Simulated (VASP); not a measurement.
Level of theory: vdW-DF-cx, VASP's PBE PAW potentials (set 64) (plane waves; VASP).

VASP input:

File KPOINTS:
```
Automatic mesh
0
Gamma
10 10 10
0 0 0
```

**INCAR**
```
SYSTEM = InSb
PREC = Accurate
ENCUT = 520
EDIFF = 1E-7
NELM = 100
ALGO = Normal
LREAL = .FALSE.
LASPH = .TRUE.
ISMEAR = 1
SIGMA = 0.1
GGA = CX
LUSE_VDW = .TRUE.
AGGAC = 0.0
LMAXMIX = 4
LWAVE = .FALSE.
LCHARG = .FALSE.
ISIF = 2
```

File POSCAR:
```
InSb
1
    0.0000000000     3.2030909520     3.2030909520
    3.2030909520     0.0000000000     3.2030909520
    3.2030909520     3.2030909520     0.0000000000
In Sb
1 1
Direct
  0.0000000000   0.0000000000   0.0000000000
  0.2500000000   0.2500000000   0.2500000000
```

POTCAR, in this order: In_d Sb (PBE.64 set). Program: vasp_std.

The resulting files:

File OUTCAR:
```
 ion  position               nearest neighbor table
   1  0.000  0.000  0.000-   2 2.77   2 2.77   2 2.77   2 2.77
   2  0.250  0.250  0.250-   1 2.77   1 2.77   1 2.77   1 2.77
  LATTYP: Found a face centered cubic cell.
 ALAT       =     6.4061819040
 Subroutine PRICEL returns:
 Original cell was already a primitive cell.
 Subroutine GETGRP returns: Found 24 space group operations
The static configuration has the point symmetry T_d .
The dynamic configuration has the point symmetry T_d .
 Subroutine INISYM returns: Found 24 space group operations
 Subroutine IBZKPT returns following result:
 Found     47 irreducible k-points:

 Following reciprocal coordinates:
            Coordinates               Weight
  0.000000  0.000000  0.000000      1.000000
  0.100000  0.000000  0.000000      8.000000
  0.200000  0.000000  0.000000      8.000000
  0.300000  0.000000  0.000000      8.000000
  0.400000  0.000000  0.000000      8.000000
  0.500000  0.000000  0.000000      4.000000
  0.100000  0.100000  0.000000      6.000000
  0.200000  0.100000  0.000000     24.000000
  0.300000  0.100000  0.000000     24.000000
  0.400000  0.100000  0.000000     24.000000
  0.500000  0.100000  0.000000     24.000000
 -0.400000  0.100000  0.000000     24.000000
 -0.300000  0.100000  0.000000     24.000000
 -0.200000  0.100000  0.000000     24.000000
 -0.100000  0.100000  0.000000     12.000000
  0.200000  0.200000  0.000000      6.000000
  0.300000  0.200000  0.000000     24.000000
  0.400000  0.200000  0.000000     24.000000
  0.500000  0.200000  0.000000     24.000000
 -0.400000  0.200000  0.000000     24.000000
 -0.300000  0.200000  0.000000     24.000000
 -0.200000  0.200000  0.000000     12.000000
  0.300000  0.300000  0.000000      6.000000
  0.400000  0.300000  0.000000     24.000000
...
```

**OSZICAR**
```
       N       E                     dE             d eps       ncg     rms          rms(c)
DAV:   1     0.117288079270E+03    0.11729E+03   -0.80209E+03  1222   0.139E+03
DAV:   2     0.557549439723E+01   -0.11171E+03   -0.10904E+03  1277   0.315E+02
DAV:   3    -0.188090531080E+01   -0.74564E+01   -0.74208E+01  1622   0.878E+01
DAV:   4    -0.207760311284E+01   -0.19670E+00   -0.19663E+00  1434   0.168E+01
DAV:   5    -0.208739102647E+01   -0.97879E-02   -0.97877E-02  1819   0.314E+00    0.399E+00
DAV:   6    -0.197656110541E+01    0.11083E+00   -0.19746E-01  1681   0.815E+00    0.231E+00
DAV:   7    -0.195789717174E+01    0.18664E-01   -0.79422E-02  1627   0.329E+00    0.653E-01
DAV:   8    -0.195813662858E+01   -0.23946E-03   -0.82139E-03  1587   0.125E+00    0.263E-01
DAV:   9    -0.195860705225E+01   -0.47042E-03   -0.79291E-04  1337   0.288E-01    0.804E-02
DAV:  10    -0.195866362914E+01   -0.56577E-04   -0.52251E-05  1538   0.582E-02    0.334E-02
DAV:  11    -0.195869646521E+01   -0.32836E-04   -0.55714E-05  1277   0.590E-02    0.170E-02
DAV:  12    -0.195869682412E+01   -0.35891E-06   -0.99790E-07  1529   0.749E-03    0.429E-03
DAV:  13    -0.195869723106E+01   -0.40694E-06   -0.15475E-06  1247   0.956E-03    0.271E-03
DAV:  14    -0.195869722820E+01    0.28604E-08   -0.28640E-08  1181   0.120E-03
   1 F= -.19586972E+01 E0= -.19587678E+01  d E =0.211682E-03
```

File OUTCAR:
```
------------------------ aborting loop because EDIFF is reached ----------------------------------------
  FORCE on cell =-STRESS in cart. coord.  units (eV):
  Direction    XX          YY          ZZ          XY          YZ          ZX
  --------------------------------------------------------------------------------------
  Total        1.2376649      1.2376649      1.2376649      0.0000000      0.0000000     -0.0000000
  in kB       30.1700385     30.1700385     30.1700385      0.0000000      0.0000000     -0.0000000
  external PRESSURE =      30.1700385 kB  Pullay stress =       0.0000000 kB
  volume of cell :       65.73
      direct lattice vectors                 reciprocal lattice vectors
     0.000000000  3.203090952  3.203090952    -0.156099220  0.156099220  0.156099220
     3.203090952  0.000000000  3.203090952     0.156099220 -0.156099220  0.156099220
     3.203090952  3.203090952  0.000000000     0.156099220  0.156099220 -0.156099220
  FREE ENERGIE OF THE ION-ELECTRON SYSTEM (eV)
  ---------------------------------------------------
  free  energy   TOTEN  =        -1.9586972282 eV

  energy  without entropy=       -1.9589089104  energy(sigma->0) =       -1.95876779
```
(Selected blocks of OUTCAR.)

The compound is InSb in the zinc blende structure. This cell is one point of a volume scan, at 0.94 of the reference volume.
